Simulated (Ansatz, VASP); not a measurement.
**InTe4 in VASP and in Ansatz**

```
In Te
1.0
     2.22113    1.28237    9.34684
    -2.22113    1.28237    9.34684
     0.00000   -2.56474    9.34684
In Te
1 4
Cartesian
  0.0000 0.0000 0.0000
  0.0000 0.0000 11.1128
  0.0000 0.0000 22.5131
  0.0000 0.0000 16.9277
  0.0000 0.0000 5.5274
```

Alike in both runs: functional PBE; k mesh 4 × 4 × 4; occupations gaussian, width 0.2 eV; no spin polarisation.

Ansatz relaxed the structure, and its values are those at the end. VASP's run is a single point on that final structure, the one shown.

|  | VASP | Ansatz |
| --- | --- | --- |
| version | VASP 6.6.1 | Ansatz 0.2.0 |
| potentials or method | VASP PAW PBE potentials, release 64 (In_d, Te) | scalar-relativistic, plane waves, PAW |
| plane-wave cutoff (eV) | 520 | 420 |
| valence electrons in the cell | 37 | 77 |

Ansatz gave:

* gap on the k mesh at the Fermi level (eV): none
* pressure (GPa): 0.0
* rms of the force components (eV/Å): 0.014

**Question.** Estimate VASP's values.

**Answer.** gap on the k mesh at the Fermi level (eV): none; pressure (GPa): 0.0; rms of the force components (eV/Å): 0.013.

A gap of «none» marks a metal or a gap that the smearing closes. The two sets of potentials don't hold the same shells in valence.

Caveats: the k mesh is coarse (spacing up to 0.41 Å⁻¹), so the values aren't converged. The runs have no spin-orbit coupling, so splittings on Te are missing.
